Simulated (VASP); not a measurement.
These are revPBE GGA, VASP's PBE PAW potentials (set 64) (plane waves; VASP) values and carry that method's errors.

VASP input:

INCAR:
```
! general
SYSTEM  =  BN
PREC    =  Accurate
ENCUT   =  520
LREAL   =  .False.
LASPH   =  .True.

! electronic loop
EDIFF   =  1E-7
NELM    =  100
ALGO    =  Normal

! smearing
ISMEAR  =  -5

! functional
GGA     =  RE

! ions
ISIF    =  2

! output
LWAVE   =  .False.
LCHARG  =  .True.
LORBIT  =  11
NEDOS   =  601

! other
LEFG    =  .True.
```

**POSCAR**
```
BN
1
    1.2826726306    -2.2216543900     0.0000000000
    1.2826726306     2.2216543900     0.0000000000
    0.0000000000     0.0000000000     4.2417068549
B N
2 2
Direct
  0.6666670000   0.3333330000   0.5002590611
  0.3333330000   0.6666670000   0.0002590611
  0.6666670000   0.3333330000   0.8747409389
  0.3333330000   0.6666670000   0.3747409389
```

### KPOINTS
```
Automatic mesh
0
Gamma
11 11 6
```

POTCAR, in this order: B N (PBE.64 set). Program: vasp_std.

The run wrote:

### OUTCAR
```
 ion  position               nearest neighbor table
   1  0.667  0.333  0.500-   4 1.57   4 1.57   4 1.57   3 1.59
   2  0.333  0.667  0.000-   3 1.57   3 1.57   3 1.57   4 1.59
   3  0.667  0.333  0.875-   2 1.57   2 1.57   2 1.57   1 1.59
   4  0.333  0.667  0.375-   1 1.57   1 1.57   1 1.57   2 1.59
  LATTYP: Found a hexagonal cell.
 ALAT       =     2.5653454555
 C/A-ratio  =     1.6534641936
 Subroutine PRICEL returns:
 Original cell was already a primitive cell.
 Subroutine GETGRP returns: Found 12 space group operations
The static configuration has the point symmetry C_3v.
 The point group associated with its full space group is C_6v.
The dynamic configuration has the point symmetry C_3v.
 Subroutine INISYM returns: Found 12 space group operations
 Subroutine IBZKPT returns following result:
 Found     64 irreducible k-points:

 Following reciprocal coordinates:
            Coordinates               Weight
  0.000000  0.000000  0.000000      1.000000
  0.090909 -0.000000  0.000000      6.000000
  0.181818  0.000000  0.000000      6.000000
  0.272727 -0.000000  0.000000      6.000000
  0.363636  0.000000  0.000000      6.000000
...
```

### OSZICAR
```
       N       E                     dE             d eps       ncg     rms          rms(c)
DAV:   1     0.528214225813E+02    0.52821E+02   -0.87943E+03  1536   0.130E+03
DAV:   2    -0.326507506641E+02   -0.85472E+02   -0.80761E+02  2148   0.272E+02
DAV:   3    -0.352487656573E+02   -0.25980E+01   -0.25877E+01  2044   0.483E+01
DAV:   4    -0.352650772910E+02   -0.16312E-01   -0.16286E-01  1896   0.388E+00
DAV:   5    -0.352652838854E+02   -0.20659E-03   -0.20652E-03  2012   0.395E-01    0.937E+00
DAV:   6    -0.336004954682E+02    0.16648E+01   -0.46857E+00  1912   0.179E+01    0.453E+00
DAV:   7    -0.334960680115E+02    0.10443E+00   -0.21877E-01  1856   0.459E+00    0.273E+00
DAV:   8    -0.334796480748E+02    0.16420E-01   -0.65380E-02  1684   0.247E+00    0.224E-01
DAV:   9    -0.334789378613E+02    0.71021E-03   -0.20809E-03  2008   0.481E-01    0.108E-01
DAV:  10    -0.334793515212E+02   -0.41366E-03   -0.63353E-04  1748   0.245E-01    0.289E-02
DAV:  11    -0.334793691688E+02   -0.17648E-04   -0.93451E-05  1940   0.863E-02    0.143E-02
DAV:  12    -0.334793706717E+02   -0.15029E-05   -0.12430E-05  1916   0.353E-02    0.223E-03
DAV:  13    -0.334793709783E+02   -0.30656E-06   -0.37584E-07  1884   0.677E-03    0.678E-04
DAV:  14    -0.334793709804E+02   -0.20680E-08   -0.11142E-08  1128   0.121E-03
   1 F= -.33479371E+02 E0= -.33479371E+02  d E =0.000000E+00
```

OUTCAR:
```
------------------------ aborting loop because EDIFF is reached ----------------------------------------
  FORCE on cell =-STRESS in cart. coord.  units (eV):
  Direction    XX          YY          ZZ          XY          YZ          ZX
  --------------------------------------------------------------------------------------
  Total       -0.0021554     -0.0021554     -0.0145976      0.0000000     -0.0000000      0.0000000
  in kB       -0.1428452     -0.1428452     -0.9674487      0.0000000     -0.0000000      0.0000000
  external PRESSURE =      -0.4177131 kB  Pullay stress =       0.0000000 kB
  volume of cell :       24.17
      direct lattice vectors                 reciprocal lattice vectors
     1.282672631 -2.221654390  0.000000000     0.389811077 -0.225057508  0.000000000
     1.282672631  2.221654390  0.000000000     0.389811077  0.225057508  0.000000000
     0.000000000  0.000000000  4.241706855     0.000000000  0.000000000  0.235754151
  FREE ENERGIE OF THE ION-ELECTRON SYSTEM (eV)
  ---------------------------------------------------
  free  energy   TOTEN  =       -33.4793709804 eV

  energy  without entropy=      -33.4793709804  energy(sigma->0) =      -33.47937098

 total charge

# of ion       s       p       d       tot
------------------------------------------
    1        0.674   1.326   0.000   1.999
    2        0.674   1.326   0.000   1.999
    3        1.218   2.743   0.000   3.961
    4        1.218   2.743   0.000   3.961
--------------------------------------------------
tot          3.782   8.138   0.000  11.920

 Electric field gradients after diagonalization (V/A^2)
 (convention: |V_zz| > |V_xx| > |V_yy|)
----------------------------------------------------------------------
 ion       V_xx      V_yy      V_zz     asymmetry (V_yy - V_xx)/ V_zz
----------------------------------------------------------------------
   1      -0.424    -0.424     0.847       0.000
   2      -0.424    -0.424     0.848       0.000
   3      -2.254    -2.251     4.505       0.001
   4      -2.254    -2.251     4.505       0.001
```
(Selected blocks of OUTCAR.)

The compound is BN in the wurtzite structure, a metastable high-pressure form. It was relaxed first.
